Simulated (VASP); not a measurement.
## A VASP study of B2Ru (r2SCAN): structure first, properties next

Aim: relax B2Ru with r2SCAN, compute its properties on that cell and hold them against experiment. The steps: full relaxation (r2SCAN), single point with fields (r2SCAN), bands along the symmetry lines (r2SCAN), density of states (r2SCAN), vibrations at Γ (r2SCAN), electric field gradients (r2SCAN) and a single point (r2SCAN), changed input. The start is a cell from a database of measured crystal structures.

Main program and level: VASP 6.6.1; r2SCAN; plane waves and PAW (B, Ru_pv).

Experimental background.

“Superconducting and normal state properties of the layered boride OsB2” (2006, arxiv:cond-mat/0612605) reports for RuB2, orthorhombic, by powder XRD, Rietveld (polycrystalline powder): lattice constant a 4.6457 ± 0.0005 Å; lattice constant b 2.8657 ± 0.0003 Å; lattice constant c 4.0462 ± 0.0004 Å.

## Step 1: The starting structure

Before any relaxation, the start is as follows. Symmetry: Pmmn, No. 59, orthorhombic system. Conventional cell: a = 2.865 Å, b = 4.645 Å, c = 4.045 Å, α = 90.00°, β = 90.00°, γ = 90.00°. Nearest to B lie 3 B at 1.77 to 1.90 Å and 4 Ru at 2.16 to 2.25 Å. Nearest to Ru lie 8 B at 2.16 to 2.25 Å. Farther neighbours are not listed.

As a file:

```
B Ru
1.0
     2.86500    0.00000    0.00000
     0.00000    4.64500    0.00000
     0.00000    0.00000    4.04500
B Ru
4 2
Cartesian
  0.0000 3.7578 1.4602
  0.0000 0.8872 1.4602
  1.4325 1.4353 2.5848
  1.4325 3.2097 2.5848
  0.0000 0.0000 3.4350
  1.4325 2.3225 0.6100
```

## Step 2: Full relaxation (r2SCAN)

Properties are meant for the cell that this level of theory prefers, so cell and atoms are relaxed first (ISIF = 3) until forces and stress are small; EDIFFG sets the threshold. r2SCAN adds the kinetic-energy density, costs more than a GGA and is run with LASPH.

Input file INCAR:

```
SYSTEM = B2Ru
PREC = Accurate
ENCUT = 420
EDIFF = 1E-06
NELM = 100
ISMEAR = 0
SIGMA = 0.05
LREAL = .FALSE.
ALGO = Normal
METAGGA = R2SCAN
LASPH = .TRUE.
NBANDS = 26
LORBIT = 11
LWAVE = .FALSE.
LCHARG = .FALSE.
KPAR = 4
IBRION = 2
NSW = 60
ISIF = 3
EDIFFG = -0.01
```

Input file POSCAR:

```
B2Ru
1.0
    2.8650000000      0.0000000000      0.0000000000
    0.0000000000      4.6450000000      0.0000000000
    0.0000000000      0.0000000000      4.0450000000
B Ru
4 2
Direct
    0.0000000000      0.8090000000      0.3610000000
    0.0000000000      0.1910000000      0.3610000000
    0.5000000000      0.3090000000      0.6390000000
    0.5000000000      0.6910000000      0.6390000000
    0.0000000000      0.0000000000      0.8492000000
    0.5000000000      0.5000000000      0.1508000000
```

Input file KPOINTS:

```
Automatic mesh
0
Gamma
8 5 6
0 0 0
```

The projector-augmented-wave data sets are B and Ru_pv (PBE family, release 64).

Started as:

```sh
$ mpirun -np 4 vasp_std
```

The log of the run:

```text
[banner, memory and clock lines left out]
running    4 mpi-ranks, on    1 nodes
 distrk:  each k-point on    1 cores,    4 groups
 distr:  one band on    1 cores,    1 groups

 POSCAR found type information on POSCAR B Ru
 POSCAR found :  2 types and       6 ions
|                                                                             |
|               ----> ADVICE to this user running VASP <----                  |
|                                                                             |
|     You enforced a specific xc type in the INCAR file but a different       |
|     [... a line on the potential file left out ...]
|     I HOPE YOU KNOW WHAT YOU ARE DOING!                                     |
|                                                                             |

 LDA part: xc-table for (None), standard interpolation
 POSCAR, INCAR and KPOINTS ok, starting setup
 FFT: planning ... GRIDC
 FFT: planning ... GRID_SOFT
 FFT: planning ... GRID
 WAVECAR not read
 entering main loop
       N       E                     dE             d eps       ncg     rms          rms(c)
DAV:   1     0.269075764405E+03    0.26908E+03   -0.20414E+04  3128   0.138E+03
DAV:   2    -0.845813284007E+02   -0.35366E+03   -0.34648E+03  3306   0.420E+02
DAV:   3    -0.981200218122E+02   -0.13539E+02   -0.13318E+02  3820   0.780E+01
DAV:   4    -0.983050984614E+02   -0.18508E+00   -0.18468E+00  3858   0.861E+00
DAV:   5    -0.983085259519E+02   -0.34275E-02   -0.34269E-02  3900   0.114E+00    0.403E+01
DAV:   6    -0.836095980880E+02    0.14699E+02   -0.55253E+01  3380   0.616E+01    0.935E+00
DAV:   7    -0.820133193182E+02    0.15963E+01   -0.11509E+01  3336   0.270E+01    0.518E+00
DAV:   8    -0.820578623330E+02   -0.44543E-01   -0.30040E-01  3500   0.369E+00    0.239E+00
DAV:   9    -0.820573054928E+02    0.55684E-03   -0.54398E-02  3650   0.170E+00    0.286E-01
DAV:  10    -0.820562043342E+02    0.11012E-02   -0.94870E-03  3548   0.730E-01    0.123E-01
DAV:  11    -0.820561607409E+02    0.43593E-04   -0.79440E-04  3590   0.245E-01    0.362E-02
DAV:  12    -0.820561669940E+02   -0.62531E-05   -0.46474E-05  4176   0.488E-02    0.105E-02
DAV:  13    -0.820561679939E+02   -0.99989E-06   -0.49906E-06  3384   0.151E-02
   1 F= -.82056168E+02 E0= -.82055270E+02  d E =-.820562E+02
 curvature:   0.00 expect dE= 0.000E+00 dE for cont linesearch  0.000E+00
 trial: gam= 0.00000 g(F)=  0.701E-01 g(S)=  0.434E-02 ort = 0.000E+00 (trialstep = 0.100E+01)
 search vector abs. value=  0.744E-01
 bond charge predicted
       N       E                     dE             d eps       ncg     rms          rms(c)
DAV:   1    -0.820272868257E+02    0.28880E-01   -0.10493E+01  3220   0.415E+01    0.153E+00
DAV:   2    -0.820826830545E+02   -0.55396E-01   -0.66027E-01  3258   0.727E+00    0.583E-01
DAV:   3    -0.820776817813E+02    0.50013E-02   -0.20425E-02  3610   0.112E+00    0.391E-01
DAV:   4    -0.820760353716E+02    0.16464E-02   -0.96445E-03  3752   0.631E-01    0.952E-02
DAV:   5    -0.820760532977E+02   -0.17926E-04   -0.85861E-04  3484   0.183E-01    0.520E-02
DAV:   6    -0.820760849233E+02   -0.31626E-04   -0.60104E-05  4336   0.579E-02    0.149E-02
DAV:   7    -0.820760878893E+02   -0.29660E-05   -0.52662E-06  3674   0.162E-02    0.569E-03
DAV:   8    -0.820760879231E+02   -0.33797E-07   -0.61049E-07  1748   0.642E-03
   2 F= -.82076088E+02 E0= -.82075306E+02  d E =-.199199E-01
[...]
3 F= -.82081327E+02 E0= -.82080475E+02  d E =-.251587E-01
[...]
4 F= -.82083741E+02 E0= -.82083011E+02  d E =-.241432E-02
[...]
5 F= -.82084362E+02 E0= -.82083574E+02  d E =-.303550E-02
[...]
6 F= -.82086459E+02 E0= -.82085826E+02  d E =-.209647E-02
[...]
7 F= -.82086496E+02 E0= -.82085881E+02  d E =-.213415E-02
 curvature:  -0.77 expect dE=-0.177E-03 dE for cont linesearch -0.904E-07
 trial: gam= 0.01828 g(F)=  0.178E-03 g(S)=  0.519E-04 ort = 0.272E-04 (trialstep = 0.903E+00)
 search vector abs. value=  0.233E-03
 bond charge predicted
       N       E                     dE             d eps       ncg     rms          rms(c)
DAV:   1    -0.820867853354E+02   -0.28925E-03   -0.13796E-02  3132   0.820E-01    0.963E-02
DAV:   2    -0.820866314034E+02    0.15393E-03   -0.39683E-04  3440   0.155E-01    0.376E-02
DAV:   3    -0.820865962956E+02    0.35108E-04   -0.99315E-05  3562   0.588E-02    0.134E-02
DAV:   4    -0.820865941456E+02    0.21500E-05   -0.22916E-05  4212   0.358E-02    0.108E-02
DAV:   5    -0.820865940135E+02    0.13215E-06   -0.81513E-07  1750   0.770E-03
   8 F= -.82086594E+02 E0= -.82085984E+02  d E =-.976319E-04
 trial-energy change:   -0.000098  1 .order   -0.000100   -0.000208    0.000008
 step:   0.8687(harm=  0.8687)  dis= 0.00109  next Energy=   -82.086597 (dE=-0.100E-03)
 reached required accuracy - stopping structural energy minimisation
```

Elapsed: 2.8 min, on 4 MPI ranks of Intel Xeon 6975P-C (Granite Rapids), shared host; peak memory 0.73 GiB; 11 min of CPU time.

Lines that name or quote the potential files are left out of all logs, and their timing lines are given in words.

From OUTCAR (step 2):

```text
ion  position               nearest neighbor table
   1  0.000  0.809  0.361-   2 1.77   4 1.90   4 1.90   5 2.16   6 2.20   6 2.20   5 2.25
   2  0.000  0.191  0.361-   1 1.77   3 1.90   3 1.90   5 2.16   6 2.20   6 2.20   5 2.25
   3  0.500  0.309  0.639-   4 1.77   2 1.90   2 1.90   6 2.16   5 2.20   5 2.20   6 2.25
   4  0.500  0.691  0.639-   3 1.77   1 1.90   1 1.90   6 2.16   5 2.20   5 2.20   6 2.25
   5  0.000  0.000  0.849-   1 2.16   2 2.16   3 2.20   4 2.20   3 2.20   4 2.20   1 2.25   2 2.25
                             6 2.99   6 2.99   6 2.99   6 2.99
   6  0.500  0.500  0.151-   3 2.16   4 2.16   1 2.20   2 2.20   1 2.20   2 2.20   3 2.25   4 2.25
                             5 2.99   5 2.99   5 2.99   5 2.99

  LATTYP: Found a simple orthorhombic cell.
 ALAT       =     2.8650000000
 B/A-ratio  =     1.4118673647
 C/A-ratio  =     1.6212914485

 Subroutine GETGRP returns: Found  8 space group operations
 (whereof  4 operations were pure point group operations)

The static configuration has the point symmetry C_2v.
 The point group associated with its full space group is D_2h.

 Found     60 irreducible k-points:

   k-points           NKPTS =     60   k-points in BZ     NKDIM =     60   number of bands    NBANDS=     26

   dimension x,y,z NGX =    20 NGY =   32 NGZ =   28
   dimension x,y,z NGXF=    40 NGYF=   64 NGZF=   56

   ENCUT  =  420.0 eV  30.87 Ry    5.56 a.u.   4.79  7.76  6.76*2*pi/ulx,y,z

   NELECT =      40.0000    total number of electrons

 k-points in reciprocal lattice and weights: Automatic mesh
   0.00000000  0.00000000  0.00000000       0.004
   0.12500000  0.00000000  0.00000000       0.008
   0.25000000  0.00000000  0.00000000       0.008
   0.37500000  0.00000000  0.00000000       0.008
   0.50000000  0.00000000  0.00000000       0.004
   0.00000000  0.20000000  0.00000000       0.008
   0.12500000  0.20000000  0.00000000       0.017
   0.25000000  0.20000000  0.00000000       0.017
   0.37500000  0.20000000  0.00000000       0.017
[...]
0.37500000  0.40000000  0.50000000       0.017
   0.50000000  0.40000000  0.50000000       0.008

 average (electrostatic) potential at core
       1 -23.9063       2 -23.9063       3 -23.9063       4 -23.9063       5 -75.0817
       6 -75.0817

 E-fermi :  10.6436

 k-point     1 :       0.0000    0.0000    0.0000
  band No.  band energies     occupation
    ...
     17       7.4503      2.00000
     18       8.2842      2.00000
     19       8.6233      2.00000
     20       9.3087      2.00000
     21      10.5959      1.82308
     22      12.4966      0.00000
     23      14.9308      0.00000
     24      14.9740      0.00000
     25      15.0389      0.00000
     26      15.8295      0.00000

 k-point     2 :       0.1250    0.0000    0.0000
  band No.  band energies     occupation
    ...
     16       6.5535      2.00000
     17       7.1312      2.00000
     18       8.1685      2.00000
     19       8.6550      2.00000
     20       9.7761      2.00000
     21      10.7820      0.00009
     22      12.4293      0.00000
     23      14.3899      0.00000
     24      14.8471      0.00000
     25      15.3288      0.00000
    ...

 k-point     3 :       0.2500    0.0000    0.0000
  band No.  band energies     occupation
    ...
     15       5.8297      2.00000
     16       5.9066      2.00000
     17       6.9666      2.00000
     18       7.7552      2.00000
     19       9.1097      2.00000
     20      10.6932      0.16135
     21      11.2255      0.00000
     22      12.1839      0.00000
     23      13.5798      0.00000
     24      14.4067      0.00000
    ...

  Total       -0.0275340     -0.0150187      0.0277757      0.0000000      0.0000000      0.0000000
  in kB       -0.8192202     -0.4468514      0.8264107      0.0000000      0.0000000      0.0000000
  external PRESSURE =      -0.1465537 kB  Pullay stress =       0.0000000 kB

  energy-cutoff  :      420.00
  volume of cell :       53.85
      direct lattice vectors                 reciprocal lattice vectors
     2.874861709  0.000000000  0.000000000     0.347842819  0.000000000  0.000000000
     0.000000000  4.641475452  0.000000000     0.000000000  0.215448732  0.000000000
     0.000000000  0.000000000  4.035589447     0.000000000  0.000000000  0.247795276

 POSITION                                       TOTAL-FORCE (eV/Angst)
 -----------------------------------------------------------------------------------
      0.00000      3.72849      1.46385        -0.000000     -0.003004      0.004608
      2.87486      0.91298      1.46385        -0.000000      0.003004      0.004608
      1.43743      1.40775      2.57174         0.000000     -0.003004     -0.004608
      1.43743      3.23372      2.57174        -0.000000      0.003004     -0.004608
      0.00000      4.64148      3.41899        -0.000000      0.000000      0.009291
      1.43743      2.32074      0.61660        -0.000000      0.000000     -0.009291
 -----------------------------------------------------------------------------------
    total drift:                               -0.000000      0.000000      0.000000

  FREE ENERGIE OF THE ION-ELECTRON SYSTEM (eV)
  ---------------------------------------------------
  free  energy   TOTEN  =       -82.0865940135 eV

  energy  without entropy=      -82.0853741686  energy(sigma->0) =      -82.08598409

 reached required accuracy - stopping structural energy minimisation

 total charge
# of ion       s       p       d       tot
------------------------------------------
    1        0.700   1.191   0.000   1.891
    2        0.700   1.191   0.000   1.891
    3        0.700   1.191   0.000   1.891
    4        0.700   1.191   0.000   1.891
    5        0.380   6.408   6.127  12.914
    6        0.380   6.408   6.127  12.914
--------------------------------------------------
tot          3.558  17.582  12.253  33.393

[... 3 further parts left out ...]
```

CONTCAR:

```
B2Ru
   1.00000000000000
     2.8748617088276025    0.0000000000000000    0.0000000000000000
     0.0000000000000000    4.6414754519756691    0.0000000000000000
     0.0000000000000000    0.0000000000000000    4.0355894467837636
  B               Ru
     4     2
Direct
     0.0000000000000000    0.8032985580327081    0.3627339117213052
     1.0000000000000000    0.1967014419672919    0.3627339117213052
     0.5000000000000000    0.3032985580327081    0.6372660882786949
     0.5000000000000000    0.6967014419672919    0.6372660882786949
     0.0000000000000000    1.0000000000000000    0.8472097112836815
     0.5000000000000000    0.5000000000000000    0.1527902887163184
```

The k-mesh is coarse for a metal. The PAW data sets were made with PBE, which is usual practice but a small mismatch for other functionals. The run keeps the 8 symmetry operations of its start, so it cannot find a distortion of lower symmetry.

The steps of the relaxation:

```
step  energy less that of the first step (eV)  largest force (eV/Å)  pressure (GPa)  volume (Å³)
   1                                   0.0000                0.5117           -0.55        53.83
   2                                  -0.0199                0.4454            2.08        53.59
   3                                  -0.0252                0.1578            1.14        53.67
   4                                  -0.0276                0.0271           -1.60        54.10
   5                                  -0.0282                0.0361           -0.77        53.96
   6                                  -0.0303                0.0258           -0.05        53.85
   7                                  -0.0303                0.0304            0.05        53.83
   8                                  -0.0304                0.0093           -0.01        53.85
```

```
conventional cell, symmetrised  before  after  change
                         a (Å)   2.865  2.875  +0.3 %
                         b (Å)   4.645  4.641  -0.1 %
                         c (Å)   4.045  4.036  -0.2 %
              volume (Å³/atom)    8.97   8.97  +0.0 %
```

The atoms that moved most (Å, as changes of fractional coordinates times the final cell):

```
atom     dx      dy      dz  length
  B4  0.000   0.026  -0.007   0.027
  B1  0.000  -0.026   0.007   0.027
  B3  0.000  -0.026  -0.007   0.027
  B2  0.000   0.026   0.007   0.027
 Ru6  0.000   0.000   0.008   0.008
 Ru5  0.000   0.000  -0.008   0.008
```

Final coordinates:

```
B Ru
1.0
     2.87486    0.00000    0.00000
     0.00000    4.64148    0.00000
     0.00000    0.00000    4.03559
B Ru
4 2
Direct
  0.00000 0.80330 0.36273
  0.00000 0.19670 0.36273
  0.50000 0.30330 0.63727
  0.50000 0.69670 0.63727
  0.00000 0.00000 0.84721
  0.50000 0.50000 0.15279
```

Numbers from this step:

```yaml
electrons: 40
bands: 26
irreducible_k_points: 60
symmetry_operations: 8
free_energy_toten: -82.0866 eV
energy_at_zero_smearing: -82.0860 eV
fermi_energy: 10.64 eV
pressure: -0.01466 GPa
metallic: yes
scf_cycles_over_all_ionic_steps: 60
```

It ends with a largest force of 0.009 eV/Å and a pressure of -0.01 GPa. The volume lies +0.0 % from that of the database's start.

[end of part 1 of 5]

[Lines on the potential files, build, host, timing and source positions are cut from VASP's logs without a mark.]

[Logs are printed without paths, hosts, clocks, repeated set-up lines and the standing remarks that a program may print on its own settings, such as how far it seeks lower states.]

[Hosts, paths, dates, database ids (printed as entryN), source tags and the programs' standing remarks are cut or masked in the printed files.]

[A measured line is paired with the nearest computed mode of its activity, which favours agreement.]
